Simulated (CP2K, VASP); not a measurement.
An input for CP2K (LDA (Pade form), GPW, DZVP-MOLOPT-SR-GTH basis, GTH-PADE potentials (GTH_POTENTIALS)):

```
&GLOBAL
  PROJECT si
  RUN_TYPE ENERGY_FORCE
  PRINT_LEVEL MEDIUM
&END GLOBAL
&FORCE_EVAL
  METHOD Quickstep
  STRESS_TENSOR ANALYTICAL
  &DFT
    BASIS_SET_FILE_NAME BASIS_MOLOPT
    POTENTIAL_FILE_NAME GTH_POTENTIALS
    &QS
      METHOD GPW
      EPS_DEFAULT 1E-10
    &END QS
    &MGRID
      CUTOFF 400
      REL_CUTOFF 50
      NGRIDS 5
    &END MGRID
    &SCF
      SCF_GUESS ATOMIC
      EPS_SCF 1E-6
      MAX_SCF 100
      ADDED_MOS 4
      &DIAGONALIZATION
        ALGORITHM STANDARD
      &END DIAGONALIZATION
      &MIXING
        METHOD BROYDEN_MIXING
        ALPHA 0.2
        NBUFFER 12
        BETA 1.5
      &END MIXING
      &SMEAR ON
        METHOD FERMI_DIRAC
        ELECTRONIC_TEMPERATURE [K] 116.05
      &END SMEAR
    &END SCF
    &KPOINTS
      SCHEME MONKHORST-PACK 6 6 3
      GAMMA_CENTERED T
    &END KPOINTS
    &XC
      &XC_FUNCTIONAL PADE
      &END XC_FUNCTIONAL
    &END XC
    &PRINT
      &MO
        EIGENVALUES T
        OCCUPATION_NUMBERS T
        NDIGITS 8
        FILENAME mo
        &EACH
          QS_SCF 0
        &END EACH
        ADD_LAST NUMERIC
      &END MO
      &MULLIKEN ON
      &END MULLIKEN
    &END PRINT
  &END DFT
  &SUBSYS
    &CELL
      A 3.83132000 0.00000000 0.00000000
      B -1.91566000 3.31802000 0.00000000
      C 0.00000000 0.00000000 6.33262000
      PERIODIC XYZ
    &END CELL
    &COORD
      SCALED
      Si       0.32960000     0.66628300     0.06910800
      Si       0.66692500     0.32876200     0.93630400
      Si       0.65714400     0.32968700     0.56058500
      Si       0.34633100     0.67526800     0.43400300
    &END COORD
    &KIND Si
      BASIS_SET DZVP-MOLOPT-SR-GTH-q4
      POTENTIAL GTH-PADE-q4
    &END KIND
  &END SUBSYS
  &PRINT
    &FORCES ON
    &END FORCES
    &STRESS_TENSOR ON
    &END STRESS_TENSOR
  &END PRINT
&END FORCE_EVAL
```

Write the VASP files for the same calculation.

One set of files that does it:

File POSCAR:
```
Si
3.831320
  1.0000000000   0.0000000000   0.0000000000
 -0.5000000000   0.8660252863   0.0000000000
  0.0000000000   0.0000000000   1.6528559348
Si
4
Cart
 -0.0035415000   0.5770179258   0.1142255679
  0.5025440000   0.2847162052   1.5475756231
  0.4923005000   0.2855172786   0.9265662442
  0.0086970000   0.5847991630   0.7173444343
```

**INCAR**
```
LCHARG=.False.
SIGMA=0.01
PREC=Accurate
LASPH=.True.
ENCUT=300   # plane-wave cut-off (eV)
LREAL=.False.   # projection in real space or not
ISIF=2   # forces and stress, cell fixed
EDIFF=1E-6   # SCF stop (eV)
ISMEAR=-1
LWAVE=.False.
SYSTEM=Si
NELM=100   # most electronic steps
ALGO=Normal   # blocked Davidson
```

KPOINTS:
```
Automatic mesh
0
gamma
 6 6 3
0 0 0
```

POTCAR, in this order: Si (LDA.64 set). Program: vasp_std.

The two runs describe the same crystal, functional and task. Each code takes its own potentials, basis and convergence tests.

VASP's LDA is the Perdew-Zunger fit; the other code's may be Perdew-Wang, which differs slightly.

The structure comes from a computed database's Si entry; how it stands against other phases isn't given here. The cell was not relaxed at this level, atoms are displaced from their ideal sites, and it may have been scaled.
